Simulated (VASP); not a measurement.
Wanted: the native input for a VASP 6.6.1 run.

```
Task                   : single point
Functional             : PBE
Potentials or basis    : VASP PAW PBE potentials, release 64 (Re, Se)
Cutoff                 : 520 eV
k mesh                 : 12 × 12 × 12
Occupations            : gaussian, width 0.1 eV
Spin                   : collinear spin, typed start
Starting moments       : [1.01, 0.0, 0.0, 0.0] μB
Dipole correction      : no
Further INCAR settings : ALGO = Normal; EDIFF = 1e-07; NBANDS = 24
```

The structure of ReSe3 lies in POSCAR:

```
ReSe3
1.0
   -2.6526418277      2.6526418277      2.6526418277
    2.6526418277     -2.6526418277      2.6526418277
    2.6526418277      2.6526418277     -2.6526418277
Re Se
1 3
Direct
    0.0000000000      0.0000000000      0.0000000000
    0.0000000000      0.5000000000      0.5000000000
    0.5000000000      0.0000000000      0.5000000000
    0.5000000000      0.5000000000      0.0000000000
```

The cell was built by a generator and needn't be a form met in nature.

The cell isn't the ideal one: random cell by space group and Wyckoff sites (Im-3m, No. 229).

The input as run:

INCAR

```
SYSTEM = ReSe3
  PREC = Accurate
  ENCUT = 520
  EDIFF = 1E-7
  ISMEAR = 0
  SIGMA = 0.1
  LREAL = .False.
  LASPH = .True.
  NELM = 150
  ALGO = Normal
  ISIF = 2
  LWAVE = .False.
  LCHARG = .False.
  ISPIN = 2
  MAGMOM = 1.01 0 0 0
  LORBIT = 11
  LMAXMIX = 4
  GGA = PE
  NBANDS = 24
```

KPOINTS

```
regular mesh
0
Gamma
  12 12 12
  0 0 0
```

Potentials or basis: VASP PAW PBE potentials, release 64 (Re, Se).

Run with:

```console
$ cat potpaw_PBE.64/Re/POTCAR potpaw_PBE.64/Se/POTCAR > POTCAR
$ mpirun -np 1 vasp_std > vasp.out
```

It gave:

```
Pressure                                              : 0.1 GPa
Band gap on the k mesh                                : none (metal or under the smearing width)
Net moment                                            : 0.00 μB per cell
Valence electrons inside the program's atomic spheres : Re 5.63; Se 3.78
```

It took 5.5 min on 1 thread of Intel(R) Xeon(R) Platinum 8259CL CPU @ 2.50GHz (Skylake/Cascade Lake) (shared host), peak memory 0.37 GiB.
